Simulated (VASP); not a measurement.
# Ti: convergence with the PAW data sets and SCF solver

How sensitive are energy and pressure of Ti to the PAW data sets and SCF solver? The series runs use r2SCAN. The PAW data sets tried: minimal 64: Ti; recommended 64: Ti_sv; recommended 54: Ti_sv; materialsproject 64: Ti_pv; gw 64: Ti_sv_GW. The SCF solver tried: ALGO = Normal; ALGO = Fast; ALGO = VeryFast; ALGO = All; ALGO = Damped; AMIX = 0.1, BMIX = 0.01; AMIX = 0.8; IMIX = 1, AMIX = 0.2. The start is a computed cell from the Materials Project.

Program: VASP 6.6.1. Level of theory: r2SCAN; plane waves and PAW (Ti), in the first sound run; inputs show where later runs differ. Results are calculated unless marked as measured.

The starting crystal is not the ambient structure of Ti (hexagonal, No. 194); it is a model or a phase of other conditions.

## 1. Starting point

The structure is hexagonal, space group P6/mmm (No. 191). Conventional cell: a = 4.567 Å, b = 4.567 Å, c = 2.826 Å, α = 90.00°, β = 90.00°, γ = 120.00°. Nearest to Ti lie 14 Ti at 2.83 to 2.99 Å. Nearest to Ti lie 11 Ti at 2.64 to 2.99 Å.

Structure file:

```xyz
3
Lattice="4.5674 0.0000 0.0000 -2.2837 3.9555 0.0000 0.0000 0.0000 2.8262" Properties=species:S:1:pos:R:3 pbc="T T T"
Ti    0.0000    0.0000    0.0000
Ti    0.0000    2.6370    1.4131
Ti    2.2837    1.3185    1.4131
```

## 2. PAW data sets: minimal 64: Ti

Data sets differ in which electrons are valence and how hard the partial waves are. r2SCAN adds the kinetic-energy density, costs more than a GGA and is run with LASPH.

The input, INCAR:

```
SYSTEM = Ti
PREC = Accurate
ENCUT = 400
EDIFF = 1E-06
NELM = 100
ISMEAR = -1
SIGMA = 0.05
LREAL = .FALSE.
ALGO = Normal
METAGGA = R2SCAN
LASPH = .TRUE.
NBANDS = 12
LORBIT = 11
LWAVE = .FALSE.
LCHARG = .FALSE.
KPAR = 4
ISIF = 2
```

The input, POSCAR:

```
Ti
1.0
    4.5673748306      0.0000000000      0.0000000000
   -2.2836874153      3.9554626319      0.0000000000
    0.0000000000      0.0000000000      2.8262442700
Ti
3
Direct
    0.0000000000      0.0000000000      0.0000000000
    0.3333333300      0.6666666700      0.5000000000
    0.6666666700      0.3333333300      0.5000000000
```

The input, KPOINTS:

```
Automatic mesh
0
Gamma
6 6 8
0 0 0
```

PAW data sets: Ti (PBE family, release 64).

Launch:

```sh
> mpirun -np 4 vasp_std
```

What it wrote:

```text
[banner, memory and clock lines left out]
running    4 mpi-ranks, on    1 nodes
 distrk:  each k-point on    1 cores,    4 groups
 distr:  one band on    1 cores,    1 groups

 POSCAR found type information on POSCAR Ti
 POSCAR found :  1 types and       3 ions
|                                                                             |
|               ----> ADVICE to this user running VASP <----                  |
|                                                                             |
|     You enforced a specific xc type in the INCAR file but a different       |
|     [... a line on the potential file left out ...]
|     I HOPE YOU KNOW WHAT YOU ARE DOING!                                     |
|                                                                             |

 LDA part: xc-table for (None), standard interpolation
 POSCAR, INCAR and KPOINTS ok, starting setup
 FFT: planning ... GRIDC
 FFT: planning ... GRID_SOFT
 FFT: planning ... GRID
 WAVECAR not read
 entering main loop
       N       E                     dE             d eps       ncg     rms          rms(c)
DAV:   1     0.140123855681E+02    0.14012E+02   -0.39751E+03   848   0.756E+02
DAV:   2    -0.375237923725E+02   -0.51536E+02   -0.48680E+02   852   0.152E+02
DAV:   3    -0.409711127887E+02   -0.34473E+01   -0.32131E+01  1248   0.388E+01
DAV:   4    -0.410527148118E+02   -0.81602E-01   -0.81354E-01  1000   0.610E+00
DAV:   5    -0.410536843057E+02   -0.96949E-03   -0.96936E-03  1136   0.601E-01    0.190E+01
DAV:   6    -0.391277685163E+02    0.19259E+01   -0.43245E+00   872   0.210E+01    0.628E+00
DAV:   7    -0.387755141798E+02    0.35225E+00   -0.27620E+00   928   0.146E+01    0.241E+00
DAV:   8    -0.386964466003E+02    0.79068E-01   -0.66823E-01  1312   0.634E+00    0.128E+00
DAV:   9    -0.386863246031E+02    0.10122E-01   -0.25241E-01  1248   0.381E+00    0.760E-01
DAV:  10    -0.386771300035E+02    0.91946E-02   -0.70270E-02  1252   0.202E+00    0.185E-01
DAV:  11    -0.386770491809E+02    0.80823E-04   -0.44558E-03  1256   0.550E-01    0.886E-02
DAV:  12    -0.386769517031E+02    0.97478E-04   -0.10382E-03  1248   0.235E-01    0.618E-02
DAV:  13    -0.386768784311E+02    0.73272E-04   -0.52268E-04  1288   0.168E-01    0.159E-02
DAV:  14    -0.386768729355E+02    0.54956E-05   -0.23913E-05  1272   0.406E-02    0.988E-04
DAV:  15    -0.386768734764E+02   -0.54090E-06   -0.56380E-07   548   0.633E-03
   1 F= -.38676873E+02 E0= -.38668104E+02  d E =-.175387E-01
```

Run time: 18 s. Hardware: 4 MPI ranks of Intel Xeon 6975P-C (Granite Rapids), shared host; peak memory 0.52 GiB; 68 s of CPU time.

The logs omit lines about the potential files and the build; timing stands in the text.

From OUTCAR (step 2):

```text
ion  position               nearest neighbor table
   1  0.000  0.000  0.000-   2 2.99   3 2.99   2 2.99   3 2.99   2 2.99   2 2.99   3 2.99   3 2.99
                             3 2.99   3 2.99   2 2.99   2 2.99
   2  0.333  0.667  0.500-   3 2.64   3 2.64   3 2.64   1 2.99   1 2.99   1 2.99   1 2.99   1 2.99
                             1 2.99
   3  0.667  0.333  0.500-   2 2.64   2 2.64   2 2.64   1 2.99   1 2.99   1 2.99   1 2.99   1 2.99
                             1 2.99

  LATTYP: Found a hexagonal cell.
 ALAT       =     4.5673748306
 C/A-ratio  =     0.6187896494

 Subroutine GETGRP returns: Found 24 space group operations
 (whereof 24 operations were pure point group operations)

The static configuration has the point symmetry D_6h.

 Found     35 irreducible k-points:

   k-points           NKPTS =     35   k-points in BZ     NKDIM =     35   number of bands    NBANDS=     12

   dimension x,y,z NGX =    30 NGY =   30 NGZ =   18
   dimension x,y,z NGXF=    60 NGYF=   60 NGZF=   36

   ENCUT  =  400.0 eV  29.40 Ry    5.42 a.u.   7.45  7.45  4.61*2*pi/ulx,y,z

   NELECT =      12.0000    total number of electrons

 k-points in reciprocal lattice and weights: Automatic mesh
   0.00000000  0.00000000  0.00000000       0.003
   0.16666667  0.00000000  0.00000000       0.021
   0.33333333  0.00000000  0.00000000       0.021
   0.50000000  0.00000000  0.00000000       0.010
   0.16666667  0.16666667  0.00000000       0.021
   0.33333333  0.16666667  0.00000000       0.042
   0.33333333  0.33333333  0.00000000       0.007
   0.00000000  0.00000000  0.12500000       0.007
   0.16666667  0.00000000  0.12500000       0.042
[...]
0.33333333  0.16666667  0.50000000       0.042
   0.33333333  0.33333333  0.50000000       0.007

 average (electrostatic) potential at core
       1 -30.3193       2 -30.0576       3 -30.0576

 E-fermi :   3.0939

 k-point     1 :       0.0000    0.0000    0.0000
  band No.  band energies     occupation
    ...
      3       2.3109      2.00000
      4       2.3110      2.00000
      5       2.3312      2.00000
      6       2.3312      2.00000
      7       3.1223      0.72311
      8       3.8862      0.00000
      9       4.4836      0.00000
     10       4.4837      0.00000
     11       4.9837      0.00000
     12       5.1209      0.00000

 k-point     2 :       0.1667    0.0000    0.0000
  band No.  band energies     occupation
    ...
      2       1.0212      2.00000
      3       1.6754      2.00000
      4       2.1252      2.00000
      5       2.1606      2.00000
      6       2.8231      1.99115
      7       3.3442      0.01331
      8       3.8976      0.00000
      9       4.2560      0.00000
     10       4.6004      0.00000
     11       4.7033      0.00000
    ...

 k-point     3 :       0.3333    0.0000    0.0000
  band No.  band energies     occupation
      1      -2.0945      2.00000
      2       0.4568      2.00000
      3       0.7761      2.00000
      4       2.1833      2.00000
      5       2.3537      2.00000
      6       3.2372      0.10778
      7       3.4521      0.00155
      8       3.7773      0.00000
      9       3.7951      0.00000
     10       4.2997      0.00000
    ...

  Total       -0.6628646     -0.6628646     -0.7231146      0.0000000     -0.0000000      0.0000000
  in kB      -20.7999254    -20.7999254    -22.6905016      0.0000000     -0.0000000      0.0000000
  external PRESSURE =     -21.4301175 kB  Pullay stress =       0.0000000 kB

  energy-cutoff  :      400.00
  volume of cell :       51.06
      direct lattice vectors                 reciprocal lattice vectors
     4.567374831  0.000000000  0.000000000     0.218944150  0.126407464  0.000000000
    -2.283687415  3.955462632  0.000000000     0.000000000  0.252814928  0.000000000
     0.000000000  0.000000000  2.826244270     0.000000000  0.000000000  0.353826458

 POSITION                                       TOTAL-FORCE (eV/Angst)
 -----------------------------------------------------------------------------------
      0.00000      0.00000      0.00000         0.000000     -0.000000      0.000000
     -0.00000      2.63698      1.41312        -0.000000      0.000000      0.000000
      2.28369      1.31849      1.41312         0.000000     -0.000000      0.000000
 -----------------------------------------------------------------------------------
    total drift:                               -0.000000      0.000000      0.000000

  FREE ENERGIE OF THE ION-ELECTRON SYSTEM (eV)
  ---------------------------------------------------
  free  energy   TOTEN  =       -38.6768734764 eV

  energy  without entropy=      -38.6593347741  energy(sigma->0) =      -38.66810413

 total charge
# of ion       s       p       d       tot
------------------------------------------
    1        0.530   0.703   2.221   3.454
    2        0.538   0.602   2.422   3.563
    3        0.538   0.602   2.422   3.563
--------------------------------------------------
tot          1.607   1.908   7.065  10.579

[... 3 further parts left out ...]
```

The k-mesh is coarse for a metal. The PAW data sets were made with PBE, which is usual practice but a small mismatch for other functionals. The data set Ti keeps the semicore shell frozen, which is cheaper and a little less accurate.

This step gave:

| Item | Value |
| --- | --- |
| SCF cycles | 15 |
| electrons | 12 |
| bands | 12 |
| irreducible k-points | 35 |
| symmetry operations | 24 |
| free energy (TOTEN) | -38.68 eV |
| energy at zero smearing | -38.67 eV |
| Fermi energy | 3.094 eV |
| pressure | -2.143 GPa |
| metallic, judged on the points sampled | yes |

The series starts at -12.8894 eV an atom and -2.14 GPa, after 15 cycles in 18 s.

## 3. PAW data sets: recommended 64: Ti sv

This step: r2SCAN; plane waves and PAW (Ti_sv) (VASP 6.6.1).

INCAR, as its differences from that of step 2:

```diff
@@ -11,3 +11,3 @@
 LASPH = .TRUE.
-NBANDS = 12
+NBANDS = 24
 LORBIT = 11
```

POSCAR is that of step 2.

KPOINTS is that of step 2.

Potentials, in the order of the species: Ti_sv (PBE family, release 64).

Launch:

```sh
> mpirun -np 4 vasp_std
```

What it wrote:

```text
[banner, memory and clock lines left out]
running    4 mpi-ranks, on    1 nodes
[...]
[... a notice as in an earlier step ...]

 LDA part: xc-table for (None), standard interpolation
 POSCAR, INCAR and KPOINTS ok, starting setup
[...]
entering main loop
       N       E                     dE             d eps       ncg     rms          rms(c)
DAV:   1     0.384619216598E+03    0.38462E+03   -0.16829E+04  1680   0.163E+03
DAV:   2    -0.188362831413E+01   -0.38650E+03   -0.38070E+03  1720   0.502E+02
DAV:   3    -0.480278803797E+02   -0.46144E+02   -0.45105E+02  3224   0.149E+02
DAV:   4    -0.517261022476E+02   -0.36982E+01   -0.36791E+01  2328   0.366E+01
[...]
DAV:  14    -0.388784749618E+02   -0.29082E-06   -0.11033E-05  2456   0.257E-02    0.973E-03
DAV:  15    -0.388784763679E+02   -0.14060E-05   -0.38413E-06  2168   0.232E-02    0.424E-03
DAV:  16    -0.388784761395E+02    0.22835E-06   -0.83262E-07  1080   0.965E-03
   1 F= -.38878476E+02 E0= -.38870134E+02  d E =-.166839E-01
```

Elapsed: 31 s, on 4 MPI ranks; peak memory 0.57 GiB; 2 min of CPU time.

Parts of OUTCAR (step 3):

```text
  Total        0.0184340      0.0184340     -0.0930119      0.0000000      0.0000000      0.0000000
  in kB        0.5784384      0.5784384     -2.9186046      0.0000000      0.0000000      0.0000000
  external PRESSURE =      -0.5872426 kB  Pullay stress =       0.0000000 kB

 POSITION                                       TOTAL-FORCE (eV/Angst)
 -----------------------------------------------------------------------------------
      0.00000      0.00000      0.00000         0.000000      0.000000      0.000000
     -0.00000      2.63698      1.41312         0.000000      0.000000     -0.000000
      2.28369      1.31849      1.41312        -0.000000     -0.000000      0.000000
 -----------------------------------------------------------------------------------
    total drift:                               -0.000000      0.000000      0.000000

  FREE ENERGIE OF THE ION-ELECTRON SYSTEM (eV)
  ---------------------------------------------------
  free  energy   TOTEN  =       -38.8784761395 eV

  energy  without entropy=      -38.8617922465  energy(sigma->0) =      -38.87013419

[... 1 part as in an earlier step ...]

[... 2 further parts left out ...]
[key lines of the parts left out:]
E-fermi :   8.5128
```

With 36 valence electrons the pressure is -0.06 GPa, +2.08 GPa from the first of the series, after 16 cycles in 31 s.

## 4. PAW data sets: recommended 54: Ti sv

INCAR is that of step 3.

POSCAR is that of step 3.

KPOINTS is that of step 3.

The projector-augmented-wave data sets are Ti_sv (PBE family, release 54).

Launch:

```sh
> mpirun -np 4 vasp_std
```

What it wrote:

```text
[... set-up lines as in an earlier step ...]
 entering main loop
       N       E                     dE             d eps       ncg     rms          rms(c)
[... 16 cycles as in an earlier step ...]
   1 F= -.38878476E+02 E0= -.38870134E+02  d E =-.166839E-01
```

It took 26 s on 4 MPI ranks; peak memory 0.58 GiB; 100 s of CPU time.

From OUTCAR (step 4):

```text
[... 6 parts as in an earlier step ...]

[... 1 further part left out ...]
[key lines of the parts left out:]
E-fermi :   8.5128
```

With 36 valence electrons the pressure is -0.06 GPa, +2.08 GPa from the first of the series, after 16 cycles in 26 s.

## 5. PAW data sets: materialsproject 64: Ti pv

This step: r2SCAN; plane waves and PAW (Ti_pv) (VASP 6.6.1).

INCAR, as its differences from that of step 4:

```diff
@@ -11,3 +11,3 @@
 LASPH = .TRUE.
-NBANDS = 24
+NBANDS = 21
 LORBIT = 11
```

POSCAR is that of step 4.

KPOINTS is that of step 4.

PAW data sets: Ti_pv (PBE family, release 64).

Launch:

```sh
> mpirun -np 4 vasp_std
```

What it wrote:

```text
[... set-up lines as in an earlier step ...]
 entering main loop
       N       E                     dE             d eps       ncg     rms          rms(c)
DAV:   1     0.240888730406E+03    0.24089E+03   -0.14193E+04  1534   0.134E+03
DAV:   2    -0.361015386491E+02   -0.27699E+03   -0.27172E+03  1475   0.461E+02
DAV:   3    -0.476469012369E+02   -0.11545E+02   -0.10731E+02  2083   0.904E+01
DAV:   4    -0.480199499254E+02   -0.37305E+00   -0.37018E+00  1880   0.159E+01
[...]
DAV:  13    -0.388121648952E+02    0.30222E-05   -0.58257E-06  1720   0.297E-02    0.496E-03
DAV:  14    -0.388121623476E+02    0.25475E-05   -0.12535E-06   990   0.149E-02    0.160E-03
DAV:  15    -0.388121627908E+02   -0.44319E-06   -0.24360E-07   875   0.601E-03
   1 F= -.38812163E+02 E0= -.38803633E+02  d E =-.170596E-01
```

Wall time 21 s (4 MPI ranks); peak memory 0.56 GiB.

OUTCAR, selected parts (step 5):

```text
  Total        0.0980326      0.0980326     -0.0044038      0.0000000     -0.0000000      0.0000000
  in kB        3.0761508      3.0761508     -0.1381870      0.0000000     -0.0000000      0.0000000
  external PRESSURE =       2.0047048 kB  Pullay stress =       0.0000000 kB

 POSITION                                       TOTAL-FORCE (eV/Angst)
 -----------------------------------------------------------------------------------
      0.00000      0.00000      0.00000         0.000000     -0.000000      0.000000
     -0.00000      2.63698      1.41312        -0.000000     -0.000000      0.000000
      2.28369      1.31849      1.41312         0.000000      0.000000      0.000000
 -----------------------------------------------------------------------------------
    total drift:                               -0.000000      0.000000      0.000000

  FREE ENERGIE OF THE ION-ELECTRON SYSTEM (eV)
  ---------------------------------------------------
  free  energy   TOTEN  =       -38.8121627908 eV

  energy  without entropy=      -38.7951032166  energy(sigma->0) =      -38.80363300

[... 1 part as in an earlier step ...]

[... 2 further parts left out ...]
[key lines of the parts left out:]
E-fermi :   6.0197
```

With 30 valence electrons the pressure is 0.20 GPa, +2.34 GPa from the first of the series, after 15 cycles in 21 s.

## 6. PAW data sets: GW 64: Ti sv GW

This step: r2SCAN; plane waves and PAW (Ti_sv_GW) (VASP 6.6.1).

INCAR, as its differences from that of step 5:

```diff
@@ -2,3 +2,3 @@
 PREC = Accurate
-ENCUT = 400
+ENCUT = 500
 EDIFF = 1E-06
@@ -11,3 +11,3 @@
 LASPH = .TRUE.
-NBANDS = 21
+NBANDS = 24
 LORBIT = 11
```

POSCAR is that of step 5.

KPOINTS is that of step 5.

PAW data sets: Ti_sv_GW (PBE family, release 64).

Launch:

```sh
> mpirun -np 4 vasp_std
```

What it wrote:

```text
[... set-up lines as in an earlier step ...]
 entering main loop
       N       E                     dE             d eps       ncg     rms          rms(c)
DAV:   1     0.706298383548E+03    0.70630E+03   -0.18065E+04  2128   0.179E+03
DAV:   2     0.128761030743E+02   -0.69342E+03   -0.67802E+03  3072   0.124E+03
DAV:   3    -0.615803133262E+02   -0.74456E+02   -0.71996E+02  2792   0.440E+02
DAV:   4    -0.699283912124E+02   -0.83481E+01   -0.81759E+01  3240   0.145E+02
[...]
DAV:  15    -0.454928177507E+02   -0.13408E-05   -0.13240E-05  2416   0.443E-02    0.128E-03
DAV:  16    -0.454928188197E+02   -0.10690E-05   -0.31360E-06  1944   0.240E-02    0.186E-03
DAV:  17    -0.454928182541E+02    0.56558E-06   -0.75957E-07  1704   0.197E-02
   1 F= -.45492818E+02 E0= -.45484394E+02  d E =-.168485E-01
```

Wall time 35 s (4 MPI ranks); peak memory 0.75 GiB; 2.2 min of CPU time.

From OUTCAR (step 6):

```text
  Total       -0.3938380     -0.3938380     -0.4662986      0.0000000      0.0000000      0.0000000
  in kB      -12.3581804    -12.3581804    -14.6319108      0.0000000      0.0000000      0.0000000
  external PRESSURE =     -13.1160905 kB  Pullay stress =       0.0000000 kB

 POSITION                                       TOTAL-FORCE (eV/Angst)
 -----------------------------------------------------------------------------------
      0.00000      0.00000      0.00000         0.000000      0.000000      0.000000
     -0.00000      2.63698      1.41312         0.000000      0.000000      0.000000
      2.28369      1.31849      1.41312        -0.000000     -0.000000      0.000000
 -----------------------------------------------------------------------------------
    total drift:                               -0.000000      0.000000      0.000000

  FREE ENERGIE OF THE ION-ELECTRON SYSTEM (eV)
  ---------------------------------------------------
  free  energy   TOTEN  =       -45.4928182541 eV

  energy  without entropy=      -45.4759697644  energy(sigma->0) =      -45.48439401

[... 1 part as in an earlier step ...]

[... 2 further parts left out ...]
[key lines of the parts left out:]
E-fermi :   8.4603
```

With 36 valence electrons the pressure is -1.31 GPa, +0.83 GPa from the first of the series, after 17 cycles in 35 s.

## 7. The PAW data sets series as a table

This step: convergence of r2SCAN results with the datasets; plane waves and PAW (VASP 6.6.1).

This step runs nothing: it gathers the runs above.

Results of the series, by row:

```csv
setting,status,pressure (GPa),SCF cycles,wall time (s)
"minimal 64: Ti, 400 eV",converged,-2.143,15,17.8
"recommended 64: Ti_sv, 400 eV",converged,-0.05872,16,31
"recommended 54: Ti_sv, 400 eV",converged,-0.05872,16,26
"materialsproject 64: Ti_pv, 400 eV",converged,0.2005,15,21
"gw 64: Ti_sv_GW, 500 eV",converged,-1.312,17,35
```

## 8. SCF solver: ALGO = Normal

This step: r2SCAN; plane waves and PAW (Ti_sv) (VASP 6.6.1).

All solvers should reach one answer; they differ in cycles and robustness.

INCAR, as its differences from that of step 6:

```diff
@@ -2,3 +2,3 @@
 PREC = Accurate
-ENCUT = 500
+ENCUT = 400
 EDIFF = 1E-06
```

POSCAR is that of step 6.

KPOINTS is that of step 6.

The projector-augmented-wave data sets are Ti_sv (PBE family, release 64).

Launch:

```sh
> mpirun -np 4 vasp_std
```

What it wrote:

```text
[... set-up lines as in an earlier step ...]
 entering main loop
       N       E                     dE             d eps       ncg     rms          rms(c)
[... 16 cycles as in an earlier step ...]
   1 F= -.38878476E+02 E0= -.38870134E+02  d E =-.166839E-01
```

Run time: 23 s. Hardware: 4 MPI ranks; peak memory 0.58 GiB; 86 s of CPU time.

Parts of OUTCAR (step 8):

```text
   NELECT =      36.0000    total number of electrons

 E-fermi :   8.5128

 k-point     1 :       0.0000    0.0000    0.0000
  band No.  band energies     occupation
    ...
     15       7.7095      2.00000
     16       7.7095      2.00000
     17       7.7387      2.00000
     18       7.7387      2.00000
     19       8.5345      0.78579
     20       9.3310      0.00000
     21       9.9446      0.00000
     22       9.9446      0.00000
     23      10.4614      0.00000
     24      10.4638      0.00000

[... 11 parts as in an earlier step ...]

[... 10 further parts left out ...]
```

This step gave:

| Quantity | Value |
| --- | --- |
| SCF cycles | 16 |
| free energy (TOTEN) | -38.88 eV |
| energy at zero smearing | -38.87 eV |
| Fermi energy | 8.513 eV |
| pressure | -0.05872 GPa |

The series starts at -12.9567 eV an atom and -0.06 GPa, after 16 cycles in 23 s.

(Part 1 of 3 ends here.)

[Lines on the potential files, build, host, timing and source positions are cut from VASP's logs without a mark.]

[Logs are printed without paths, hosts, clocks, repeated set-up lines and the standing remarks that a program may print on its own settings, such as how far it seeks lower states.]

[Hosts, paths, dates, database ids (printed as entryN), source tags and the programs' standing remarks are cut or masked in the printed files.]

[A measured line is paired with the nearest computed mode of its activity, which favours agreement.]

[In band tables of VASP the shares of atoms and orbitals are scaled to a sum of 1 inside the atoms' spheres.]
